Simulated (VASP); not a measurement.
Energy against volume of ZrO₂ (fluorite). These are r2SCAN meta-GGA, VASP's PBE PAW potentials (set 64) (plane waves; VASP) values and carry that method's errors. Settings: 520 eV cut-off, 8×8×8 Γ-centred mesh, Gaussian smearing of 0.050 eV, potentials Zr_sv O.

```
V (Å³/atom)  E (eV/atom)
-----------  -----------
10.672         -15.27650
11.002         -15.28538
11.332         -15.27826
11.662         -15.25755
```

### Question
Fit these four points and predict the energy of the run at 10.342 Å³/atom.

### Answer
A cubic in V^(−2/3), the third-order Birch-Murnaghan form, passes through the four points with V0 = 11.01 Å³/atom and B0 = 257 GPa, and gives -15.2488 eV/atom there. The run gave -15.2490 eV/atom, -0.2 meV/atom from the fit; all five points give B0 = 256 GPa.

The compound is ZrO2 in the fluorite structure, the high-temperature cubic form, which is unstable at 0 K; the monoclinic form is the stable one. It was relaxed first.
